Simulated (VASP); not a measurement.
OSZICAR of a VASP run on CeO2 (fluorite):

OSZICAR:
```
       N       E                     dE             d eps       ncg     rms          rms(c)
DAV:   1     0.218030671935E+03    0.21803E+03   -0.12993E+04  1488   0.226E+03
DAV:   2    -0.205359517861E+02   -0.23857E+03   -0.22935E+03  2168   0.336E+02
DAV:   3    -0.659556859349E+02   -0.45420E+02   -0.39108E+02  1960   0.161E+02
DAV:   4    -0.678965076575E+02   -0.19408E+01   -0.19405E+01  2224   0.376E+01
DAV:   5    -0.680057527250E+02   -0.10925E+00   -0.10924E+00  2464   0.785E+00    0.318E+01
DAV:   6    -0.536504878319E+02    0.14355E+02   -0.44118E+01  2152   0.503E+01    0.103E+01
DAV:   7    -0.541905609292E+02   -0.54007E+00   -0.20753E+01  2176   0.500E+01    0.146E+01
DAV:   8    -0.543286227488E+02   -0.13806E+00   -0.87587E+00  2256   0.254E+01    0.520E+00
DAV:   9    -0.538706372741E+02    0.45799E+00   -0.56273E+00  2216   0.232E+01    0.289E+00
DAV:  10    -0.539606130934E+02   -0.89976E-01   -0.49288E-01  2104   0.789E+00    0.497E-01
DAV:  11    -0.539986881374E+02   -0.38075E-01   -0.20989E-01  2416   0.395E+00    0.141E+00
DAV:  12    -0.540048875377E+02   -0.61994E-02   -0.12341E-01  2224   0.346E+00    0.147E-01
DAV:  13    -0.539971793302E+02    0.77082E-02   -0.81827E-03  1968   0.996E-01    0.387E-01
DAV:  14    -0.540049893781E+02   -0.78100E-02   -0.61639E-03  1936   0.863E-01    0.628E-02
DAV:  15    -0.540053939644E+02   -0.40459E-03   -0.83790E-04  2520   0.293E-01    0.439E-02
DAV:  16    -0.540053797240E+02    0.14240E-04   -0.42454E-05  1960   0.700E-02    0.319E-02
DAV:  17    -0.540053868955E+02   -0.71715E-05   -0.47454E-05  2592   0.674E-02    0.170E-02
DAV:  18    -0.540053877962E+02   -0.90071E-06   -0.71497E-06  1984   0.287E-02    0.521E-03
DAV:  19    -0.540053883301E+02   -0.53390E-06   -0.82178E-07  1840   0.127E-02    0.278E-03
DAV:  20    -0.540053886197E+02   -0.28961E-06   -0.59359E-07  1696   0.869E-03    0.240E-03
DAV:  21    -0.540053887970E+02   -0.17731E-06   -0.56275E-08  1104   0.273E-03    0.730E-04
DAV:  22    -0.540053888012E+02   -0.41985E-08   -0.96333E-08  1112   0.348E-03
   1 F= -.54005389E+02 E0= -.54005389E+02  d E =-.892020E-19
```

Task: Which electronic solver shows in the log?

Result: It is blocked Davidson (ALGO = Normal, or the opening steps of other solvers). The INCAR had ALGO = Normal.

Task: How was spin treated?

Result: Without spin polarisation: there is no mag entry.

Task: Can the final energy be trusted as converged?

Result: The run converged. It stopped with EDIFF = 1E-7, NELM = 100 (r2SCAN meta-GGA, plane waves, VASP's PBE PAW potentials (set 64)).

The compound is CeO2 in the fluorite structure. This cell was strained or had an atom moved on purpose. The run is not spin-polarised, so no magnetic state was tried.
